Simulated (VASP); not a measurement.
An input for Quantum ESPRESSO's pw.x (written as the equivalent of a VASP run, and not itself run):

```
&CONTROL
  calculation = 'scf'
  pseudo_dir = './pseudo'
  outdir = './out'
  tprnfor = .true.
  tstress = .true.
/
&SYSTEM
  ibrav = 0
  nat = 4
  ntyp = 2
  ecutwfc = 84
  occupations = 'smearing'
  smearing = 'fermi-dirac'
  degauss = 0.00735
  input_dft = 'pbe'
/
&ELECTRONS
  conv_thr = 7.3e-08
  electron_maxstep = 100
/
ATOMIC_SPECIES
  Ge 72.630 Ge.upf
  Pt 195.084 Pt.upf
CELL_PARAMETERS angstrom
     0.0000000    3.2584880    3.2584880
     3.2584880    0.0000000    3.2584880
     3.2584880    3.2584880    0.0000000
ATOMIC_POSITIONS crystal
  Ge   0.0000000  0.0000000  0.0000000
  Pt   0.5000000  0.5000000  0.5000000
  Pt   0.2500000  0.2500000  0.2500000
  Pt   0.7500000  0.7500000  0.7500000
K_POINTS automatic
  6 6 6 0 0 0
```

Write the VASP files for the same calculation (PBE).

One answer among several that fit: 
### INCAR
```
# general
SYSTEM  = GePt3
PREC    = Accurate
ENCUT   = 300
LREAL   = .FALSE.
LASPH   = .TRUE.

# electronic loop
EDIFF   = 1E-6
NELM    = 100
ALGO    = Normal
LMAXMIX = 6

# smearing
ISMEAR  = -1
SIGMA   = 0.1

# functional
GGA     = PE

# ions
ISIF    = 2

# output
LWAVE   = .FALSE.
LCHARG  = .FALSE.
```

### POSCAR
```
GePt3
1
    0.0000000000     3.2584880000     3.2584880000
    3.2584880000     0.0000000000     3.2584880000
    3.2584880000     3.2584880000     0.0000000000
Ge Pt
1 3
Direct
  0.0000000000   0.0000000000   0.0000000000
  0.5000000000   0.5000000000   0.5000000000
  0.2500000000   0.2500000000   0.2500000000
  0.7500000000   0.7500000000   0.7500000000
```

### KPOINTS
```
kpoints
0
Gamma
6 6 6
```

POTCAR, in this order: Ge_d Pt (PBE.64 set). Program: vasp_std.

What does not carry over: the potentials are each code's own (VASP's PAW set, PseudoDojo norm-conserving files in pw.x), so ENCUT and ecutwfc are chosen apart and not converted; conv_thr bounds pw.x's estimated SCF error, while EDIFF bounds the energy change between steps.

The structure was generated: GePt3 was put into an ordered model structure, which need not be its known phase. The cell was not relaxed at this level.
